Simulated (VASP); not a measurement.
# NbAs: cell size and functional, part 3 of 3

Aim: relax NbAs at several levels of theory and compare the cells. The starting structure is a measured crystal structure from the Crystallography Open Database. The first relaxation on each setting starts from this cell expanded by 3 % in volume.

VASP 6.6.1.

Results so far: PBEsol 17.16 Å³ an atom; LDA 16.86 Å³ an atom; PBE 17.73 Å³ an atom; PBEsol + D3(BJ) 16.59 Å³ an atom; r2SCAN 17.59 Å³ an atom; PBEsol+U (Nb d 2 eV) 17.43 Å³ an atom; LDA+U (Nb d 2 eV) 17.13 Å³ an atom.

## 9. Relaxation with r2SCAN + rVV10

Level of this step: r2SCAN with rVV10; plane waves and PAW (Nb_sv, As) (VASP).

rVV10 adds a nonlocal correlation energy for dispersion. This run starts from the cell of an earlier relaxation, which isn't shown; the restart sets up the plane waves anew.

Contents of INCAR:

```
SYSTEM = NbAs
PREC = Accurate
ENCUT = 450
EDIFF = 1E-06
NELM = 100
ISMEAR = 0
SIGMA = 0.03
LREAL = .FALSE.
ALGO = Normal
METAGGA = R2SCAN
LUSE_VDW = .TRUE.
IVDW_NL = 2
BPARAM = 11.95
CPARAM = 0.0093
LASPH = .TRUE.
NBANDS = 24
LORBIT = 11
LWAVE = .FALSE.
LCHARG = .FALSE.
KPAR = 8
IBRION = 2
NSW = 50
ISIF = 3
EDIFFG = -0.006
```

Contents of POSCAR:

```
NbAs
1.0
   -3.4470623596      0.0000000000      0.0000000000
    0.0000000000      3.4470623596      0.0000000000
    1.7235311798     -1.7235311798     -5.8891803610
Nb As
2 2
Direct
    0.0008472210      0.5008472210      0.0016944421
    0.2508472210      0.2508472210      0.5016944421
    0.5831527790      0.0831527790      0.1663055579
    0.8331527790      0.8331527790      0.6663055579
```

Contents of KPOINTS:

```
Automatic mesh
0
Gamma
6 6 6
0 0 0
```

PAW data sets: Nb_sv and As (PBE family, release 64).

Started as:

```
$ mpirun -np 8 vasp_std
```

Log:

```text
[banner, memory and clock lines left out]
running    8 mpi-ranks, on    1 nodes
[...]
[... a notice as in an earlier step ...]

|                                                                             |
|               ----> ADVICE to this user running VASP <----                  |
|                                                                             |
|     You have switched on vdW-DFT.                                           |
|     This routine was written and supplied by Jiri Klimes. We recommend      |
|     that you carefully read and cite the following publications:            |
|       J. Klimes, D.R. Bowler, A. Michelides                                 |
|          J. Phys.: Cond Matt. 22 022201 (2010)                              |
|       J. Klimes, D.R. Bowler, A. Michelides                                 |
|          Phys. Rev. B. 83, 195131 (2011)                                    |
|     and references therein.                                                 |
[...]
Total rVV10 correction in eV:      0.5751319    40.0034677
Total rVV10 correction in eV:      0.5751319    40.0034677
Total rVV10 correction in eV:      0.5751319    40.0034677
DAV:  12    -0.816647800511E+02   -0.38689E-07   -0.37359E-06  1640   0.139E-02
Total rVV10 correction in eV:      0.5751396    40.0034677
Total rVV10 correction in eV:      0.5751396    40.0034677
Total rVV10 correction in eV:      0.5751396    40.0034677
Total rVV10 correction in eV:      0.5751396    40.0034677
Total rVV10 correction in eV:      0.5751396    40.0034677
Total rVV10 correction in eV:      0.5751396    40.0034677
Total rVV10 correction in eV:      0.5751396    40.0034677
Total rVV10 correction in eV:      0.5751396    40.0034677
Total rVV10 correction in eV:      0.5751380    40.0034677
Total rVV10 correction in eV:      0.5751380    40.0034677
Total rVV10 correction in eV:      0.5751380    40.0034677
Total rVV10 correction in eV:      0.5751380    40.0034677
Total rVV10 correction in eV:      0.5751380    40.0034677
Total rVV10 correction in eV:      0.5751380    40.0034677
Total rVV10 correction in eV:      0.5751380    40.0034677
Total rVV10 correction in eV:      0.5751380    40.0034677
   1 F= -.81664780E+02 E0= -.81664739E+02  d E =-.816648E+02
[...]
reached required accuracy - stopping structural energy minimisation
```

Wall time 52 s (8 MPI ranks of Intel Xeon Platinum 8259CL at 2.50GHz (Skylake/Cascade Lake), shared host); peak memory 2.4 GiB; 6.8 min of CPU time.

Parts of OUTCAR (step 9):

```text
  Total       -0.0034055     -0.0034055     -0.0236721      0.0000000      0.0000000      0.0000000
  in kB       -0.0779716     -0.0779716     -0.5419948      0.0000000      0.0000000      0.0000000
  external PRESSURE =      -0.2326460 kB  Pullay stress =       0.0000000 kB

 POSITION                                       TOTAL-FORCE (eV/Angst)
 -----------------------------------------------------------------------------------
      0.00000      1.72353     -0.00998         0.000000     -0.000000     -0.003458
      0.00000     -0.00000     -2.95457         0.000000     -0.000000     -0.003458
     -1.72353      0.00000     -0.97940        -0.000000      0.000000      0.003458
     -1.72353      1.72353     -3.92399        -0.000000      0.000000      0.003458
 -----------------------------------------------------------------------------------
    total drift:                                0.000011     -0.000012     -0.000950

  FREE ENERGIE OF THE ION-ELECTRON SYSTEM (eV)
  ---------------------------------------------------
  free  energy   TOTEN  =       -81.6647800511 eV

  energy  without entropy=      -81.6646978581  energy(sigma->0) =      -81.66473895

[... 2 parts as in an earlier step ...]

[... 2 further parts left out ...]
[key lines of the parts left out:]
E-fermi :   9.5117
```

With r2SCAN + rVV10 the relaxed cell holds 17.494 Å³ an atom, +0.57 % against the measured cell, with a = 3.447 Å and c = 11.778 Å. That is +1.97 % from PBEsol.

## 10. The runs compared

| level | volume (Å³/atom) | against the measured cell (%) | a (Å) | c (Å) | pressure left (GPa) | core minutes |
| --- | --- | --- | --- | --- | --- | --- |
| PBEsol | 17.156 | -1.37 | 3.444 | 11.5712 | -0.03 | 6.88 |
| LDA | 16.863 | -3.06 | 3.4231 | 11.5125 | 0.02 | 7.47 |
| PBE | 17.728 | 1.91 | 3.4744 | 11.7482 | -0.02 | 5.87 |
| PBEsol + D3(BJ) | 16.589 | -4.63 | 3.4136 | 11.3891 | 0.02 | 11.3 |
| r2SCAN | 17.592 | 1.13 | 3.4523 | 11.8083 | 0.01 | 16.1 |
| PBEsol+U (Nb d 2 eV) | 17.426 | 0.18 | 3.4502 | 11.7112 | -0.02 | 6.35 |
| LDA+U (Nb d 2 eV) | 17.133 | -1.51 | 3.4299 | 11.6511 | -0.04 | 5.04 |
| r2SCAN + rVV10 | 17.494 | 0.57 | 3.4471 | 11.7784 | -0.02 | 60.8 |

Core minutes are wall time times ranks, summed over the relaxations behind a row (those for a bulk modulus apart), on shared hosts.

## 11. Summary of results

- volume, PBEsol: 17.16 Å³/atom
- volume, LDA: 16.86 Å³/atom
- volume, PBE: 17.73 Å³/atom
- volume, PBEsol + D3(BJ): 16.59 Å³/atom
- volume, r2SCAN: 17.59 Å³/atom
- volume, PBEsol+U (Nb d 2 eV): 17.43 Å³/atom
- volume, LDA+U (Nb d 2 eV): 17.13 Å³/atom
- volume, r2SCAN + rVV10: 17.49 Å³/atom

In words: Across 8 levels the volume of NbAs spans 6.9 %, from 16.59 Å³ an atom (PBEsol + D3(BJ)) to 17.73 Å³ (PBE). Against the measured volume of the starting structure, PBEsol+U (Nb d 2 eV) comes nearest (+0.2 %) and PBEsol + D3(BJ) lies farthest (-4.6 %). The measured cell holds zero-point expansion and, unless it was taken cold, thermal expansion, which the runs lack, so small differences decide nothing. Adding D3(BJ) to PBEsol changes the volume by -3.3 %. Adding rVV10 to r2SCAN changes the volume by -0.6 %. All runs keep the symmetry of the start, so they can't find a distortion of lower symmetry. Further runs on this material are not shown.

[Lines on the potential files, build, host, timing and source positions are cut from VASP's logs without a mark.]

[Logs are printed without paths, hosts, clocks, repeated set-up lines and the standing remarks that a program may print on its own settings, such as how far it seeks lower states.]

[Hosts, paths, dates, database ids (printed as entryN), source tags and the programs' standing remarks are cut or masked in the printed files.]
